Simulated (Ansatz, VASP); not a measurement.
# W4O: VASP beside Ansatz, part 2 of 2

One calculation is typed for both programs; each brings its own data sets and cutoff. How far apart do they land?

VASP 6.6.1 and Ansatz 0.2.0.

So far: Set-up; VASP: single point, PBEsol.

### Step 3. Ansatz: single point, PBEsol

Level of this step: Ansatz beside VASP: Kohn-Sham DFT, plane waves, PBEsol (Ansatz).

Ansatz runs on its default PAW (the set named soft_2) files.

The same cell, functional, mesh and smearing now go to Ansatz, which takes its cutoff from its data sets.

The input, input.yaml:

```yaml
crystal:
  lattice:
    - [6.34, 0.0, 0.0]
    - [3.17, 4.4830569927, 0.0]
    - [0.0, 0.0, 23.6745854891]
  atoms:
    - { symbol: O, position: [0.0016247969, 0.0002061742, 0.6744399631] }
    - { symbol: O, position: [0.5016521198, 0.4996595094, 0.6744393656] }
    - { symbol: O, position: [0.0014401513, 0.5002590884, 0.6744458161] }
    - { symbol: O, position: [0.5018025476, 0.9997414209, 0.6744412928] }
    - { symbol: W, position: [2.58554e-05, 0.000214458, 0.6020862215] }
    - { symbol: W, position: [0.5008116108, 0.9998299673, 0.6020857231] }
    - { symbol: W, position: [0.9999406487, 0.5002602099, 0.6020943432] }
    - { symbol: W, position: [0.5007382678, 0.4998125343, 0.6020839275] }
    - { symbol: W, position: [0.7499642578, 0.4999772884, 0.5031441997] }
    - { symbol: W, position: [0.2499563781, 0.4999739954, 0.5032671446] }
    - { symbol: W, position: [0.7500128465, 0.9999830614, 0.5031341417] }
    - { symbol: W, position: [0.2499902008, 0.9999857928, 0.5032699409] }
    - { symbol: W, position: [0.0, 0.0, 0.411476201] }
    - { symbol: W, position: [0.5, 0.0, 0.411476201] }
    - { symbol: W, position: [0.0, 0.5, 0.411476201] }
    - { symbol: W, position: [0.5, 0.5, 0.411476201] }
    - { symbol: W, position: [0.75, 0.5, 0.316795409] }
    - { symbol: W, position: [0.25, 0.5, 0.316795409] }
    - { symbol: W, position: [0.75, 0.0, 0.316795409] }
    - { symbol: W, position: [0.25, 0.0, 0.316795409] }
hamiltonian:
  xc: pbesol
  pseudopotentials: { kind: paw }
kpoints:
  mp_grid: { grid: [4, 5, 1] }
scf:
  occupations: { method: gaussian, width: 0.1 }
  n_extra_bands: 9
output:
  forces: true
  eigenvalues: true
```

Command:

```bash
ansatz run input.yaml --threads 8 --pin off --max-ram 18432MiB --backend cpu --events-out ev --progress --plain --runs-dir out
```

Numbers of over 12 decimals in the logs are rounded to 6 here.

What it wrote:

```text
scf.n_extra_bands = 9 over 124 filled bands (N_el = 248.0): the run solves 133 bands
Engine: ansatz 0.2.0, aarch64-unknown-linux-gnu
Pseudopotentials: kind: paw
Pseudopotential: O, paw, valence charge 6, recommended cutoff 420 eV (normal), O.paw.azcp
Pseudopotential: W, paw, valence charge 14, recommended cutoff 420 eV (normal), W.paw.azcp
Functional definition: PBEsol
  exchange = pbesol_x
  correlation = pbesol_c
Crystal: 20 atoms, lattice volume = 672.893 Å³
Basis set: ecut = 420 eV, 13159 PW (Γ), exchange–correlation on 90×80×320 points (8 copies of the dense FFT grid, shifted against one another)
Bands: 133, of which v1, the nominal top of the filled ones, is band 124 counted from 1 (123 counted from 0)
Symmetry: 1 space group operations
Space group: P1 (ITA 1), of the structure as read, at distance tolerance 8.8e-5 Å
k-points: 11 of 20 (time reversal used)
Non-local potential: O, projectors of the file, l = 0: 2, l = 1: 2, l = 2: 1
Non-local potential: W, projectors of the file, l = 0: 3, l = 1: 2, l = 2: 2, l = 3: 1
PAW form: soft (Blöchl's): semilocal exchange-correlation on the pseudo side does not see the compensation charge
PAW frozen core: O, regenerated for the run's functional, and the local potential with it (the file was generated under x = pbe(κ = 0.804, μ = 0.219515), c = pbe(β = 0.066725))
PAW frozen core: W, regenerated for the run's functional, and the local potential with it (the file was generated under x = pbe(κ = 0.804, μ = 0.219515), c = pbe(β = 0.066725))
PAW one-centre angular grid: O, 110 points (default); XC on 64 Gauss nodes
PAW one-centre angular grid: W, 590 points (default); XC on 64 Gauss nodes
Initial density: superposition of atomic densities (neutral atoms: chi_scale 0, normalization atom), corrected by the library's trained network
Initial wavefunctions: pseudopotential atomic-orbital guess
Functional: x = pbesol(κ = 0.804, μ = 0.123457), c = pbesol(β = 0.046)
SCF iter   1: F=—  HF=-166336.333664 eV  |F-HF|=—  |Δ(HF+E_count)|=         —  Δρ=1.57e-2  dr2=4.94e1  ethr=1.77e-3  ⟨swp⟩=8.0  Hψ=7045  notcnv=0
preconditioner: auto → LDOS  [metal: Δε(μ)=0.023 eV  Ē_g=5.176 eV  σ=0.100 eV  W_gap=0.13  n_scr=120 (ndim 8)  ℏωp=15.7 eV  f_vac=0.511  D(μ)=14.24/eV (n_scr^D=80)  β→1.0]
SCF iter   2: F=—  HF=-166335.611449 eV  |F-HF|=—  |Δ(HF+E_count)|=   7.22e-1  Δρ=9.65e-3  dr2=2.50e0  ethr=1.77e-3  ⟨swp⟩=3.2  Hψ=2558  notcnv=0  defer=22
SCF iter   3: F=—  HF=-166335.397583 eV  |F-HF|=—  |Δ(HF+E_count)|=   2.14e-1  Δρ=3.47e-3  dr2=2.80e-1  ethr=1.01e-3  ⟨swp⟩=3.2  Hψ=2175  notcnv=0  defer=24
SCF iter   4: F=—  HF=-166335.360115 eV  |F-HF|=—  |Δ(HF+E_count)|=   3.75e-2  Δρ=6.46e-4  dr2=2.04e-2  ethr=1.13e-4  ⟨swp⟩=2.4  Hψ=2437  notcnv=0  defer=23
SCF iter   5: F=—  HF=-166335.359553 eV  |F-HF|=—  |Δ(HF+E_count)|=   5.62e-4  Δρ=2.16e-4  dr2=2.70e-3  ethr=8.22e-6  ⟨swp⟩=2.0  Hψ=2017  notcnv=0  defer=23
SCF iter   6: F=—  HF=-166335.359527 eV  |F-HF|=—  |Δ(HF+E_count)|=   2.69e-5  Δρ=7.74e-5  dr2=1.90e-4  ethr=1.09e-6  ⟨swp⟩=2.0  Hψ=2104  notcnv=0  defer=23
SCF iter   7: F=—  HF=-166335.359499 eV  |F-HF|=—  |Δ(HF+E_count)|=   2.72e-5  Δρ=2.34e-5  dr2=2.33e-5  ethr=7.65e-8  ⟨swp⟩=2.9  Hψ=2351  notcnv=0  defer=23
SCF iter   8: F=—  HF=-166335.359867 eV  |F-HF|=—  |Δ(HF+E_count)|=   3.68e-4  Δρ=6.93e-6  dr2=6.92e-7  ethr=9.41e-9  ⟨swp⟩=2.0  Hψ=2062  notcnv=0  defer=23
SCF iter   9: F=-166335.359868 eV  HF=-166335.359868 eV  |F-HF|=7.82e-8  |Δ(HF+E_count)|=   5.67e-7  Δρ=2.04e-6  dr2=7.13e-8  ethr=4.03e-11  ⟨swp⟩=15.1  Hψ=7840  notcnv=0
SCF 1 converged in 9 iterations: F = -166335.359868 eV  dr2 = 7.13e-8
  greatest PAW one-centre occupation: 1.000 electrons in one spin orbital (limit 2), on the W atom at site 17 (counted from 0), in its partial waves of l = 0
SCF converged after 9 iterations
Free energy (F): -166335.359868 eV
Harris-Foulkes:  -166335.359868 eV  (|F-HF|=7.82e-8)
Internal energy: -166335.289139 eV  (E = F + TS)
E sigma→0 (E₀):  -166335.324503 eV
Entropy (-TS):   -0.070729 eV (-3.536 meV/atom)
Fermi energy:    5.064726 eV
--- Per-component energies (eV) ---
  E_band       = -5278.702311
  E_kinetic    = 7870.663969
  E_local      = -273621.079768  (includes V_loc(G=0)·N_el)
  E_nonlocal   = 252.152048
  E_hartree    = 133279.572547
  E_xc         = -4515.423132
  E_vxc        = -4166.115948  (∫ρ·V_xc dr)
  E_paw        = -135584.164706  (= ΣΔE_a)
  E_vpaw       = -2173.553634  (= ΣTr[D̂ρ^β])
  E_aug_tail   = 0.008247  (compensation charges beyond the density's cutoff)
  E_ewald      = 105979.291829
  E_core_change = 3.689827  (= ΣΔE_core)
  E_smearing   = -0.070729  (= −TS)
  E_closure    = -0.000000  (closes the sum)
  Σ components = -166335.359868   (vs F -166335.359868, Δ=0.00e0)
--- Forces (eV/Å), atoms counted from 1 ---
  atom   1  O      0.00261093    -0.00542874    -0.53369244
  atom   2  O     -0.00731387     0.00773792    -0.53414457
  atom   3  O      0.00480403    -0.00629885    -0.53190437
  atom   4  O     -0.01200702     0.00622228    -0.53481348
  atom   5  W      0.00142549    -0.01049520     0.63001389
  atom   6  W     -0.01170062     0.00998105     0.63097639
  atom   7  W      0.00681226    -0.01421507     0.62761101
  atom   8  W     -0.00554995     0.01006482     0.63097917
  atom   9  W      0.00745957     0.00172061     0.11157151
  atom  10  W      0.00811576     0.00128999     0.09984623
  atom  11  W      0.00200116     0.00057370     0.11478641
  atom  12  W      0.00497532     0.00028758     0.09886214
  atom  13  W      0.00402285    -0.00827415    -1.06586101
  atom  14  W     -0.00361952     0.00748138    -1.06537651
  atom  15  W      0.00316345    -0.00868981    -1.06551061
  atom  16  W     -0.00340227     0.00796708    -1.06537153
  atom  17  W     -0.00045679     0.00001425     0.86411293
  atom  18  W     -0.00054087     0.00001928     0.86199447
  atom  19  W     -0.00038258     0.00001204     0.86403229
  atom  20  W     -0.00041640     0.00002947     0.86194886
  max |Σ_I F_I| component: 6.08e-5 eV/Å
--- Band table (eV; the first three rows and the last of 11) ---
  k-point 0: bands = [... 120 lower, 4.7264, 5.7012, 5.8239, 6.1745, 6.1755, 6.3767, 6.5420, 6.6341, ... 5 higher]
  k-point 1: bands = [... 120 lower, 4.6312, 4.7989, 5.2417, 5.2417, 5.3201, 5.7128, 6.0666, 6.1427, ... 5 higher]
  k-point 2: bands = [... 120 lower, 4.3336, 4.3923, 4.6735, 4.8250, 5.0417, 5.0430, 5.0626, 5.0673, ... 5 higher]
  k-point 10: bands = [... 120 lower, 3.9932, 4.0429, 4.7656, 4.9422, 4.9482, 5.1627, 5.6611, 5.7308, ... 5 higher]
```

Elapsed: 14 s, on 8 threads of Arm Neoverse V2, shared host; peak memory 3.4 GiB; 1.8 min of CPU time.

The column dr2 measures how far the density is from self-consistency, as an energy; F and HF (Harris–Foulkes) agree once it is small.

### Step 4. Differences

Known differences besides the PAW data sets themselves: the data sets hold 248 valence electrons in Ansatz (default PAW (the set named soft_2) files) and 120 in VASP; the cutoff is 420 eV in Ansatz and 400 eV in VASP (PREC = Normal, projectors in real space); Ansatz makes its cores anew for this functional, VASP keeps those of its PBE data sets; VASP leaves aspherical gradient terms in its spheres out (LASPH is not set), Ansatz keeps them. Total energies have different zeros and are not compared.

Forces on 10 of the 20 atoms, picked by the larger force of the two programs (eV/Å; atoms numbered as in POSCAR):

```tsv
atom	Ansatz x, y, z	VASP x, y, z
W6	-0.012, 0.010, 0.631	-0.010, 0.008, -0.008
W8	-0.006, 0.010, 0.631	-0.005, 0.009, -0.008
W13	0.004, -0.008, -1.066	0.003, -0.008, -1.067
W14	-0.004, 0.007, -1.065	-0.003, 0.008, -1.067
W15	0.003, -0.009, -1.066	0.002, -0.009, -1.067
W16	-0.003, 0.008, -1.065	-0.003, 0.008, -1.067
W17	0.000, 0.000, 0.864	-0.001, 0.000, 1.010
W18	-0.001, 0.000, 0.862	-0.001, 0.000, 1.008
W19	0.000, 0.000, 0.864	-0.001, 0.000, 1.010
W20	0.000, 0.000, 0.862	-0.001, 0.000, 1.008
```

The forces differ by 228 meV/Å r.m.s., which is 60.0 % of the r.m.s. force of 0.38 eV/Å (both taken over all components).

### Step 5. What moves the difference

The difference is large enough to ask for its cause, so further runs change the set-up of one program at a time, as the table lists.

```tsv
run	r.m.s. force difference (% of the r.m.s. force)
as above	60
cores kept as stored, as VASP does, whose cores stay as stored	59
```

### Step 6. Summary of results

* r.m.s. force difference (single point, PBEsol): 60 % of the r.m.s. force

What this shows: The r.m.s. force difference is 60 % of the r.m.s. force (single point, PBEsol), beyond the 3 % picked in this series as the mark of a large difference. For single point, PBEsol: no further run halves the r.m.s. force difference; only Ansatz's side was varied. 2 further runs on this material are not shown. Differences of this kind measure data sets and numerical settings, not the functional's error against experiment.

[Lines on the potential files, build, host, timing and source positions are cut from VASP's logs without a mark.]

[Logs are printed without paths, hosts, clocks, repeated set-up lines and the standing remarks that a program may print on its own settings, such as how far it seeks lower states.]

[Hosts, paths, dates, database ids (printed as entryN), source tags and the programs' standing remarks are cut or masked in the printed files.]
